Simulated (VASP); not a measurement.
```xyz
8
Lattice="2.6137 -4.5271 0.0000 2.6137 4.5271 0.0000 0.0000 0.0000 4.1916" Properties=species:S:1:pos:R:3 pbc="T T T"
Ni     3.9757    -0.7227     1.0479
Ni     2.6137     3.0817     3.1437
Ni     1.2518    -0.7227     1.0479
Ni     1.2518     0.7227     3.1437
Ni     2.6137    -3.0817     1.0479
Ni     3.9757     0.7227     3.1437
Sn     2.6137     1.5091     1.0479
Sn     2.6137    -1.5091     3.1437
```

These are PBEsol GGA, VASP's PBE PAW potentials (set 64) (plane waves; VASP) values and carry that method's errors. Numerical set-up: 400 eV cut-off, Gaussian smearing of 0.050 eV, potentials Ni Sn_d.

Unless said otherwise, spin-orbit coupling is left out, though it shifts the bands of the heavy elements here.

Task: Predict the band gap (along the path) with the smallest direct gap where there is one.

Result: 
- band gap (along the path): none (metal, semimetal or under 0.01 eV)

The compound is Ni3Sn in the sg194 structure. It was relaxed first. The run is not spin-polarised, so no magnetic state was tried.
